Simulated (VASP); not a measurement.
Input:

```
FePt
1.0
    2.72000     0.00000     0.00000
    0.00000     2.72000     0.00000
    0.00000     0.00000     3.71000
Fe Pt
1 1
Direct
  0.00000   0.00000   0.00000
  0.50000   0.50000   0.50000
```
Starting moments (μB, in the order of the record's atoms Fe Pt): 3.0 0.0.

Level of theory: RPBE GGA, VASP's PBE PAW potentials (set 64) (plane waves; VASP). Run with 520 eV cut-off, 12×12×9 Γ-centred mesh, first-order Methfessel-Paxton smearing of 0.10 eV, potentials Fe Pt.

Energy and stress use the plane-wave basis of the starting cell.

**Question.** The ions, cell shape and volume are relaxed. Which structure does the run end with?

**Answer.** 
```
FePt
1.0
    2.75452     0.00000     0.00000
    0.00000     2.75452     0.00000
    0.00000     0.00000     3.78076
Fe Pt
1 1
Cartesian
  0.00000   0.00000   0.00000
  1.37726   1.37726   1.89038
```
Space group P4/mmm (123), at a tolerance of 0.03 Å. The cell ends with 3.36 μB, on the sites 3.02 0.33 μB.

**Question.** How do energy and volume change from the first to the last step?

**Answer.** The energy (σ→0) changes by -17.5 meV/atom and the volume by +4.5 %, in 6 ionic steps.

```
step  E(σ→0) (eV)  max force (eV/Å)  pressure (GPa)  volume (Å³)
----  -----------  ----------------  --------------  -----------
1        -13.7048             0.000            9.23        27.45
2        -13.6689             0.000          -10.36        30.71
3        -13.7396             0.000           -0.14        28.72
4        -13.7396             0.000            0.05        28.69
5        -13.7398             0.000            0.06        28.69
6        -13.7397             0.000            0.07        28.69
```

The compound is FePt in the L1_0 structure. This run relaxes it. Symmetry was kept, so distortions that lower it aren't found.
